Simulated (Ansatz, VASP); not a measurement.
# SnO2 (SnO2 (P4_2/mnm)) in two plane-wave programs, part 2 of 2

Aim: how closely do two programs agree when they are given the same cell, functional and k mesh? The structure shown is the start of the Ansatz relaxation below; VASP solves that cell, so the two are compared at the walk's first step.

VASP 6.6.1 and Ansatz 0.2.0.

So far: The structure; Ansatz: relaxation, PBE0.

### 3. VASP: single point, PBE0, start cell

Level of this step: PBE0; plane waves and PAW (Sn_d, O) (VASP).

The same cell, functional and mesh now go to VASP, with its own data sets.

Lines of VASP's logs that name or quote its potential files are left out, and so is its time.

The run reads the wave functions of an earlier VASP run, which isn't shown here.

Input file INCAR:

```
SYSTEM = SnO2
PREC = Accurate
ENCUT = 520
EDIFF = 1E-06
NELM = 100
ISMEAR = 0
SIGMA = 0.01
LREAL = .FALSE.
ALGO = Normal
LHFCALC = .TRUE.
AEXX = 0.25
GGA = PE
LASPH = .TRUE.
NBANDS = 64
PRECFOCK = Fast
LORBIT = 11
LWAVE = .FALSE.
LCHARG = .FALSE.
ISIF = 2
```

Input file POSCAR:

```
SnO2
1.0
    0.0000000000      4.7678118200      3.2119026550
    4.7678118200      0.0000000000      3.2119026550
    4.7678118200      4.7678118200      0.0000000000
Sn O
4 8
Direct
    0.2500075769      0.2500075769      0.2500121575
    0.7500227307      0.7500227307      0.7500364726
    0.0000000000      0.0000000000      0.0000000000
    0.5000151538      0.5000151538      0.5000243150
    0.0563128518      0.4437023020      0.7499270220
    0.5563280055      0.9437174558      0.2499118682
    0.4437023020      0.0563128518      0.7499270220
    0.9437174558      0.5563280055      0.2499118682
    0.0000000000      0.0000000000      0.3062201394
    0.5000151538      0.5000151538      0.8062444544
    0.0000000000      0.0000000000      0.6938193295
    0.5000151538      0.5000151538      0.1938041757
```

Input file KPOINTS:

```
Automatic mesh
0
Gamma
2 2 2
0 0 0
```

PAW data sets: Sn_d and O (PBE family, release 64).

Run with:

```bash
> export OMP_NUM_THREADS=3
> mpirun -np 1 vasp_std
```

Numbers of over 12 decimals in the logs are rounded to 6 here.

What it wrote:

```text
[banner, memory and clock lines left out]
running    1 mpi-ranks, on    1 nodes
 distrk:  each k-point on    1 cores,    1 groups
 distr:  one band on    1 cores,    1 groups
 Offloading initialized ...    1 GPUs detected
 POSCAR found type information on POSCAR SnO
 POSCAR found :  2 types and      12 ions
 LDA part: xc-table for (Slater+PW92), standard interpolation
 found WAVECAR, reading the header
 POSCAR, INCAR and KPOINTS ok, starting setup
 FFT: planning ... GRIDC
 FFT: planning ... GRID_SOFT
 FFT: planning ... GRID
 reading WAVECAR
 the WAVECAR file was read successfully
 initial charge from wavefunction
 entering main loop
       N       E                     dE             d eps       ncg     rms          rms(c)
DAV:   1    -0.101316184676E+03   -0.10132E+03   -0.20351E+00   912   0.931E+00    0.190E+00
DAV:   2    -0.101376537723E+03   -0.60353E-01   -0.22483E-01   984   0.260E+00    0.167E+00
DAV:   3    -0.101368839357E+03    0.76984E-02   -0.16587E-02  1224   0.107E+00    0.111E+00
DAV:   4    -0.101367318278E+03    0.15211E-02   -0.50372E-03  1128   0.415E-01    0.674E-01
DAV:   5    -0.101366732811E+03    0.58547E-03   -0.50623E-04   896   0.150E-01    0.393E-01
DAV:   6    -0.101366513910E+03    0.21890E-03   -0.18314E-04   912   0.841E-02    0.229E-01
DAV:   7    -0.101366451867E+03    0.62043E-04   -0.43171E-05  1064   0.445E-02    0.136E-01
DAV:   8    -0.101366432414E+03    0.19453E-04   -0.10990E-05  1056   0.287E-02    0.820E-02
DAV:   9    -0.101366427466E+03    0.49483E-05   -0.53546E-06   904   0.174E-02    0.493E-02
DAV:  10    -0.101366426552E+03    0.91410E-06   -0.15434E-06   608   0.954E-03
   1 F= -.10136643E+03 E0= -.10136643E+03  d E =-.154909E-11
```

OUTCAR, selected parts (step 3):

```text
ion  position               nearest neighbor table
   1  0.250  0.250  0.250-   6 2.07   8 2.07  10 2.07   9 2.07  12 2.07  11 2.07   2 3.21   2 3.21
                             3 3.73   4 3.73   3 3.73   3 3.73   4 3.73   4 3.73   4 3.73   3 3.73
   2  0.750  0.750  0.750-   5 2.07   7 2.07  11 2.07  12 2.07  10 2.07   9 2.07   1 3.21   1 3.21
                             3 3.73   4 3.73   4 3.73   4 3.73   3 3.73   3 3.73   4 3.73   3 3.73
   3  0.000  0.000  0.000-  11 2.06   9 2.06   6 2.07   8 2.07   7 2.07   5 2.07   4 3.21   4 3.21
                             2 3.73   1 3.73   1 3.73   1 3.73   2 3.73   2 3.73   1 3.73   2 3.73
   4  0.500  0.500  0.500-  12 2.06  10 2.06   6 2.07   8 2.07   7 2.07   5 2.07   3 3.21   3 3.21
                             2 3.73   1 3.73   1 3.73   1 3.73   2 3.73   2 3.73   1 3.73   2 3.73
   5  0.056  0.444  0.750-   2 2.07   3 2.07   4 2.07
   6  0.556  0.944  0.250-   1 2.07   3 2.07   4 2.07
   7  0.444  0.056  0.750-   2 2.07   3 2.07   4 2.07
   8  0.944  0.556  0.250-   1 2.07   3 2.07   4 2.07
   9  0.000  0.000  0.306-   3 2.06   1 2.07   2 2.07
  10  0.500  0.500  0.806-   4 2.06   1 2.07   2 2.07
  11  0.000  0.000  0.694-   3 2.06   2 2.07   1 2.07
  12  0.500  0.500  0.194-   4 2.06   2 2.07   1 2.07

  LATTYP: Found a body centered tetragonal cell.
 ALAT       =     6.7427041387
 C/A-ratio  =     0.9527046090

 Subroutine GETGRP returns: Found  2 space group operations
 (whereof  2 operations were pure point group operations)

The static configuration has the point symmetry C_1h.

 Found      6 irreducible k-points:

   k-points           NKPTS =      6   k-points in BZ     NKDIM =      8   number of bands    NBANDS=     64

   dimension x,y,z NGX =    48 NGY =   48 NGZ =   50
   dimension x,y,z NGXF=    96 NGYF=   96 NGZF=  100

   ENCUT  =  520.0 eV  38.22 Ry    6.18 a.u.  10.69 10.69 12.54*2*pi/ulx,y,z

   NELECT =     104.0000    total number of electrons

 k-points in reciprocal lattice and weights: Automatic mesh
   0.00000000  0.00000000  0.00000000       0.125
   0.50000000  0.00000000  0.00000000       0.250
   0.00000000  0.00000000  0.50000000       0.125
   0.50000000  0.50000000  0.50000000       0.125
   0.50000000  0.50000000  0.00000000       0.125
   0.50000000  0.00000000  0.50000000       0.250

  exchange ACFDT corr.  =         0.00000000  see jH, gK, PRB 81, 115126

 average (electrostatic) potential at core
       1 -93.2832       2 -93.2826       3 -93.2792       4 -93.2796       5 -61.4208
       6 -61.4214       7 -61.4208       8 -61.4214       9 -61.4217      10 -61.4222
      11 -61.4232      12 -61.4216

 E-fermi :   4.1974

 k-point     1 :       0.0000    0.0000    0.0000
  band No.  band energies     occupation
    ...
     48       3.2699      2.00000
     49       3.2706      2.00000
     50       3.4502      2.00000
     51       3.4509      2.00000
     52       4.1527      2.00000
     53       7.7178      0.00000
     54      11.5757      0.00000
     55      11.5824      0.00000
     56      12.9474      0.00000
     57      13.0292      0.00000
    ...

 k-point     2 :       0.5000    0.0000    0.0000
  band No.  band energies     occupation
    ...
     48       3.3073      2.00000
     49       3.3146      2.00000
     50       3.3152      2.00000
     51       3.6606      2.00000
     52       3.6609      2.00000
     53      11.2433      0.00000
     54      11.2440      0.00000
     55      13.0440      0.00000
     56      13.0454      0.00000
     57      15.5804      0.00000
    ...

 k-point     3 :       0.0000    0.0000    0.5000
  band No.  band energies     occupation
    ...
     48       3.3070      2.00000
     49       3.3138      2.00000
     50       3.3144      2.00000
     51       3.6608      2.00000
     52       3.6611      2.00000
     53      11.2403      0.00000
     54      11.2410      0.00000
     55      13.0478      0.00000
     56      13.0493      0.00000
     57      15.5795      0.00000
    ...

  Total       -1.9094477     -1.9094477     -3.4310447      0.0025489     -0.0040402     -0.0040402
  in kB      -20.9501801    -20.9501801    -37.6449193      0.0279664     -0.0443283     -0.0443287
  external PRESSURE =     -26.5150932 kB  Pullay stress =       0.0000000 kB

  energy-cutoff  :      520.00
  volume of cell :      146.03
      direct lattice vectors                 reciprocal lattice vectors
     0.000000000  4.767811820  3.211902655    -0.104869911  0.104869911  0.155670969
     4.767811820  0.000000000  3.211902655     0.104869911 -0.104869911  0.155670969
     4.767811820  4.767811820  0.000000000     0.104869911  0.104869911 -0.155670969

 POSITION                                       TOTAL-FORCE (eV/Angst)
 -----------------------------------------------------------------------------------
      2.38400      2.38400      1.60600         0.000302      0.000302      0.000556
      7.15200      7.15200      4.81800        -0.002117     -0.002117     -0.002310
      0.00000      0.00000      0.00000         0.002106      0.002106      0.003029
      4.76800      4.76800      3.21200        -0.000987     -0.000987     -0.001254
      5.69100      3.84400      1.60600        -0.028556      0.032531      0.000663
      5.69100      3.84400      4.81800        -0.027981      0.031631     -0.001917
      3.84400      5.69100      1.60600         0.032531     -0.028556      0.000663
      3.84400      5.69100      4.81800         0.031631     -0.027981     -0.001917
      1.46000      1.46000      0.00000         0.045655      0.045655      0.000850
      6.22800      6.22800      3.21200         0.042292      0.042292      0.000491
      3.30800      3.30800      0.00000        -0.048421     -0.048421      0.002229
      3.30800      3.30800      3.21200        -0.046455     -0.046455     -0.001084
 -----------------------------------------------------------------------------------
    total drift:                               -0.000020      0.000027      0.000000

  FREE ENERGIE OF THE ION-ELECTRON SYSTEM (eV)
  ---------------------------------------------------
  free  energy   TOTEN  =      -101.3664265520 eV

  energy  without entropy=     -101.3664265520  energy(sigma->0) =     -101.36642655

 total charge
# of ion       s       p       d       tot
------------------------------------------
    1        0.846   1.075  10.379  12.301
    2        0.846   1.075  10.379  12.301
    3        0.846   1.076  10.380  12.303
    4        0.847   1.076  10.380  12.303
    5        1.560   3.540   0.000   5.100
    6        1.560   3.540   0.000   5.100
    7        1.560   3.540   0.000   5.100
    8        1.560   3.540   0.000   5.100
    9        1.560   3.540   0.000   5.100
   10        1.560   3.540   0.000   5.100
   11        1.560   3.540   0.000   5.100
   12        1.560   3.540   0.000   5.100
--------------------------------------------------
tot         15.866  32.624  41.519  90.009

[... 3 further parts left out ...]
```

The k-mesh is coarse for unscreened exact exchange, which converges slowly with it.

### 4. Differences

Known differences besides the potentials themselves: exact exchange at q = 0 is treated differently, which shows on coarse meshes; VASP keeps PBE cores, Ansatz makes them for the functional; fixed occupations in Ansatz, narrow Gaussian smearing in VASP; the cutoff is 420 eV in Ansatz and 520 eV in VASP; VASP takes a coarser grid for exact exchange (PRECFOCK = Fast). Total energies have different zeros and are not compared.

Forces on 7 of the 12 atoms, those with the largest forces and the largest differences (eV/Å; atoms numbered as in POSCAR):

| atom | Ansatz x, y, z | VASP x, y, z |
| --- | --- | --- |
| O5 | -0.054, 0.054, 0.000 | -0.029, 0.033, 0.001 |
| O6 | -0.054, 0.054, 0.000 | -0.028, 0.032, -0.002 |
| O7 | 0.054, -0.054, 0.000 | 0.033, -0.029, 0.001 |
| O8 | 0.054, -0.054, 0.000 | 0.032, -0.028, -0.002 |
| O10 | 0.054, 0.054, 0.000 | 0.042, 0.042, 0.000 |
| O11 | -0.054, -0.054, 0.000 | -0.048, -0.048, 0.002 |
| O12 | -0.054, -0.054, 0.000 | -0.046, -0.046, -0.001 |

The forces differ by 12 meV/Å r.m.s., which is 46.5 % of the r.m.s. force of 0.026 eV/Å (both taken over all components).

### 5. Results

| Property | Result |
| --- | --- |
| r.m.s. force difference (single point, PBE0, start cell) | 12 meV/Å |

In words: The r.m.s. force difference is 12 meV/Å (single point, PBE0, start cell), at about the 12 meV/Å picked in this series as the mark of a large difference. What causes the difference of the single point, PBE0, start cell pair stays open here. 1 further run of this series is not shown here. Such differences can come from data sets, numerical settings and the points named under the comparisons, not from the functional's error against experiment.

[Lines on the potential files, build, host, timing and source positions are cut from VASP's logs without a mark.]

[Logs are printed without paths, hosts, clocks, repeated set-up lines and the standing remarks that a program may print on its own settings, such as how far it seeks lower states.]

[Hosts, paths, dates, database ids (printed as entryN), source tags and the programs' standing remarks are cut or masked in the printed files.]
